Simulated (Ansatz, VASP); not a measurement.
# SiOF: VASP beside Ansatz, part 3 of 3

Wanted: the spread between two codes on one cell, functional and k mesh. The cell is invented: As first built, before any earlier steps moved the atoms (in the runner's words): it takes the TiOF structure with some of its atoms replaced by other elements, volume scaled by an estimate. It may not be a known or stable phase. The cell is taken from a series of runs on this material, whose earlier steps may have relaxed, scaled, displaced or heated it; both programs get it as it stands.

VASP 6.6.1 and Ansatz 0.2.0.

So far: Set-up; Ansatz: zone-centre phonons, BLYP; VASP: zone-centre phonons, BLYP.

## 3. VASP: zone-centre phonons, BLYP (continued)

Level of this step: BLYP; plane waves and PAW (Si_GW, F_GW, O_GW); invented cell (VASP).

Numbers of over 12 decimals in the logs are rounded to 6 here.

Parts of OUTCAR (step 3):

```text
ion  position               nearest neighbor table
   1  0.000  0.000  0.000-   2 1.95   2 1.95   3 2.06   3 2.06   3 2.06   3 2.06
   2  0.000  0.000  0.500-   1 1.95   1 1.95
   3  0.500  0.500  0.000-   1 2.06   1 2.06   1 2.06   1 2.06

  LATTYP: Found a simple tetragonal cell.
 ALAT       =     2.9090897815
 C/A-ratio  =     1.3376393088

 Subroutine GETGRP returns: Found 16 space group operations
 (whereof 16 operations were pure point group operations)

The static configuration has the point symmetry D_4h.

 Found     60 irreducible k-points:

   k-points           NKPTS =     60   k-points in BZ     NKDIM =     60   number of bands    NBANDS=     14

   dimension x,y,z NGX =    24 NGY =   24 NGZ =   32
   dimension x,y,z NGXF=    48 NGYF=   48 NGZF=   64

   ENCUT  =  640.0 eV  47.04 Ry    6.86 a.u.   6.00  6.00  8.03*2*pi/ulx,y,z

   NELECT =      17.0000    total number of electrons

 k-points in reciprocal lattice and weights: Automatic mesh
   0.00000000  0.00000000  0.00000000       0.003
   0.12500000  0.00000000  0.00000000       0.010
   0.25000000  0.00000000  0.00000000       0.010
   0.37500000  0.00000000  0.00000000       0.010
   0.50000000  0.00000000  0.00000000       0.005
   0.12500000  0.12500000  0.00000000       0.010
   0.25000000  0.12500000  0.00000000       0.021
   0.37500000  0.12500000  0.00000000       0.021
   0.50000000  0.12500000  0.00000000       0.010
[...]
0.50000000  0.37500000  0.50000000       0.010
   0.50000000  0.50000000  0.50000000       0.003

 average (electrostatic) potential at core
       1 -68.8389       2-110.5953       3 -70.7759

  Total       -0.0540295     -0.0540295     -0.0830458      0.0000000      0.0000000      0.0000000
  in kB       -2.6286422     -2.6286422     -4.0403411      0.0000000      0.0000000      0.0000000
  external PRESSURE =      -3.0992085 kB  Pullay stress =       0.0000000 kB

  energy-cutoff  :      640.00
  volume of cell :       32.93
      direct lattice vectors                 reciprocal lattice vectors
     2.909089782  0.000000000  0.000000000     0.343750133  0.000000000  0.000000000
     0.000000000  2.909089782  0.000000000     0.000000000  0.343750133  0.000000000
     0.000000000  0.000000000  3.891312844     0.000000000  0.000000000  0.256982679

 POSITION                                       TOTAL-FORCE (eV/Angst)
 -----------------------------------------------------------------------------------
      0.00000      0.00000      0.00000         0.000000      0.000000      0.000000
      0.00000      0.00000      1.94566         0.000000      0.000000      0.000000
      1.45454      1.45454      0.00000         0.000000      0.000000      0.000000
 -----------------------------------------------------------------------------------
    total drift:                                0.000000     -0.000000     -0.000000

 Eigenvectors and eigenvalues of the dynamical matrix
 ----------------------------------------------------

   1 f  =   11.848073 THz    74.443638 2PiTHz  395.209173 cm-1    48.999670 meV
             X         Y         Z           dx          dy          dz
      0.000000  0.000000  0.000000    -0.000000    0.000000   -0.363308
      0.000000  0.000000  1.945656     0.000000   -0.000000   -0.351502
      1.454545  1.454545  0.000000    -0.000000    0.000000    0.862817

   2 f  =    6.975977 THz    43.831357 2PiTHz  232.693550 cm-1    28.850310 meV
             X         Y         Z           dx          dy          dz
      0.000000  0.000000  0.000000    -0.417354    0.026591   -0.000000
      0.000000  0.000000  1.945656     0.833677   -0.053117    0.000000
      1.454545  1.454545  0.000000    -0.356026    0.022684   -0.000000

   3 f  =    6.975977 THz    43.831357 2PiTHz  232.693550 cm-1    28.850310 meV
             X         Y         Z           dx          dy          dz
      0.000000  0.000000  0.000000     0.026591    0.417354    0.000000
      0.000000  0.000000  1.945656    -0.053117   -0.833677   -0.000000
      1.454545  1.454545  0.000000     0.022684    0.356026   -0.000000

   4 f  =    0.007187 THz     0.045158 2PiTHz    0.239738 cm-1     0.029724 meV
             X         Y         Z           dx          dy          dz
      0.000000  0.000000  0.000000    -0.156347   -0.648899   -0.000000
      0.000000  0.000000  1.945656    -0.128595   -0.533718   -0.000000
      1.454545  1.454545  0.000000    -0.117842   -0.489089   -0.000000

   5 f  =    0.007187 THz     0.045158 2PiTHz    0.239738 cm-1     0.029724 meV
             X         Y         Z           dx          dy          dz
      0.000000  0.000000  0.000000    -0.648899    0.156347   -0.000000
      0.000000  0.000000  1.945656    -0.533718    0.128595   -0.000000
      1.454545  1.454545  0.000000    -0.489089    0.117842   -0.000000

   6 f/i=    0.008613 THz     0.054120 2PiTHz    0.287314 cm-1     0.035622 meV
             X         Y         Z           dx          dy          dz
      0.000000  0.000000  0.000000     0.000000    0.000000   -0.667150
      0.000000  0.000000  1.945656     0.000000    0.000000   -0.548279
      1.454545  1.454545  0.000000     0.000000    0.000000   -0.504282

   7 f/i=   10.980253 THz    68.990964 2PiTHz  366.261811 cm-1    45.410657 meV
             X         Y         Z           dx          dy          dz
      0.000000  0.000000  0.000000     0.000000    0.000000   -0.650321
      0.000000  0.000000  1.945656     0.000000    0.000000    0.758838
      1.454545  1.454545  0.000000    -0.000000   -0.000000    0.035310

   8 f/i=   13.326472 THz    83.732691 2PiTHz  444.523244 cm-1    55.113833 meV
             X         Y         Z           dx          dy          dz
      0.000000  0.000000  0.000000     0.267277   -0.555120    0.000000
      0.000000  0.000000  1.945656    -0.012029    0.024983    0.000000
      1.454545  1.454545  0.000000    -0.341484    0.709243    0.000000

   9 f/i=   13.326472 THz    83.732691 2PiTHz  444.523244 cm-1    55.113833 meV
             X         Y         Z           dx          dy          dz
      0.000000  0.000000  0.000000     0.555120    0.267277    0.000000
      0.000000  0.000000  1.945656    -0.024983   -0.012029   -0.000000
      1.454545  1.454545  0.000000    -0.709243   -0.341484   -0.000000

 ELASTIC MODULI CONTR FROM IONIC RELAXATION (kBar)
 Direction    XX          YY          ZZ          XY          YZ          ZX
 --------------------------------------------------------------------------------
 XX           0.0000      0.0000      0.0000      0.0000      0.0000      0.0000
 YY           0.0000      0.0000      0.0000      0.0000      0.0000      0.0000
 ZZ           0.0000      0.0000      0.0000      0.0000      0.0000      0.0000
 XY           0.0000      0.0000      0.0000      0.0000      0.0000      0.0000
 YZ           0.0000      0.0000      0.0000      0.0000      0.0000      0.0000
 ZX           0.0000      0.0000      0.0000      0.0000      0.0000      0.0000
 --------------------------------------------------------------------------------
```

## 4. Comparison

Known differences besides the potentials themselves: the cutoff is 420 eV in Ansatz and 640 eV in VASP; Ansatz makes its cores anew for this functional, VASP keeps those of its PBE data sets; VASP leaves aspherical gradient terms in its spheres out (LASPH is not set), Ansatz keeps them; VASP's log shows a relativistic correction to its local exchange, Ansatz's none. Total energies have different zeros and are not compared.

Compared:

| quantity | Ansatz | VASP | difference |
| --- | --- | --- | --- |
| optical mode 1 to 2 (imaginary, printed as negative) (cm⁻¹) | -447.8 | -444.5 | -3.3 |
| optical mode 3 (imaginary, printed as negative) (cm⁻¹) | -377.7 | -366.3 | -11.4 |
| optical mode 4 to 5 (cm⁻¹) | 234.7 | 232.7 | +0.85 % |
| optical mode 6 (cm⁻¹) | 396.2 | 395.2 | +0.25 % |

Modes are paired by rising frequency and degeneracy, not by their patterns, so a pair may still set unlike modes beside each other.

## 5. What the set-up changes

Further runs change the set-up of one program: Ansatz's method, potentials or start, or VASP's data sets, cutoff or form of LDA. The table gives Ansatz less VASP for each quantity, since a change that brings one quantity closer may part another.

```
                                                            run  optical mode 1 to 2 (imaginary, printed as negative) (cm⁻¹)  optical mode 3 (imaginary, printed as negative) (cm⁻¹)  optical mode 4 to 5 (%)  optical mode 6 (%)
                                                       as above                                                         -3.3                                                     -11                     0.85                0.25
VASP with the data sets Si, F_h and O_h and a cutoff of 1010 eV                                                         -4.7                                                    -6.6                      1.4               -0.82
```

## 6. Summary of results

* r.m.s. difference of the optical zone-centre modes, each program's sorted by frequency (zone-centre phonons, BLYP): 5.2 cm⁻¹
* difference in optical mode 4 to 5 (zone-centre phonons, BLYP): +0.8 %

**Reading.** The r.m.s. difference of the optical zone-centre modes, each program's sorted by frequency is 5.2 cm⁻¹ (zone-centre phonons, BLYP). Among the rows given in per cent, the largest difference of the zone-centre phonons, BLYP pair is in optical mode 4 to 5, +0.8 %. Zone-centre phonons, BLYP, VASP with the data sets Si, F_h and O_h and a cutoff of 1010 eV: the difference in optical mode 1 to 2 (imaginary, printed as negative) goes from -3.3 to -4.7 cm⁻¹; the difference in optical mode 3 (imaginary, printed as negative) goes from -11 to -6.6 cm⁻¹; the difference in optical mode 4 to 5 goes from 0.85 to 1.4 %; the difference in optical mode 6 goes from 0.25 to -0.82 %. How closely two codes agree says nothing of how well the functional describes the real material.

[Lines on the potential files, build, host, timing and source positions are cut from VASP's logs without a mark.]

[Logs are printed without paths, hosts, clocks, repeated set-up lines and the standing remarks that a program may print on its own settings, such as how far it seeks lower states.]

[Hosts, paths, dates, database ids (printed as entryN), source tags and the programs' standing remarks are cut or masked in the printed files.]
